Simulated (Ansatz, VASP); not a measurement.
# Mg3C in VASP and in Ansatz

```xyz
4
Lattice="0.0000 3.2313 3.2313 3.2313 0.0000 3.2313 3.2313 3.2313 0.0000" Properties=species:S:1:pos:R:3 pbc="T T T"
Mg    1.6157    1.6157    1.6157
Mg    4.8470    4.8470    4.8470
Mg    0.0000    0.0000    0.0000
C     3.2313    3.2313    3.2313
```

Alike in both runs: task single point; functional PBE; k mesh 6 × 6 × 6; occupations gaussian, width 0.1 eV; collinear spin.

|  | VASP | Ansatz |
| --- | --- | --- |
| version | VASP 6.6.1 | Ansatz 0.2.0 |
| potentials or method | VASP PAW PBE potentials, release 64 (Mg, C) | scalar-relativistic, plane waves, PAW |
| plane-wave cutoff (eV) | 520 | 420 |
| valence electrons in the cell | 10 | 34 |

|  | VASP | Ansatz | Ansatz less VASP |
| --- | --- | --- | --- |
| gap on the k mesh at the Fermi level (eV) | none | none | - |
| pressure (GPa) | 0.1 | 0.2 | +0.09 |
| net moment per atom (μB) | 0.00 | 0.00 | 0.000 |

A gap of «none» marks a metal or a gap that the smearing closes. The functional is the same, so the differences come from potentials, cutoffs and numerics. The two sets of potentials don't hold the same shells in valence. Ansatz warned: «seeded_moment_not_kept».
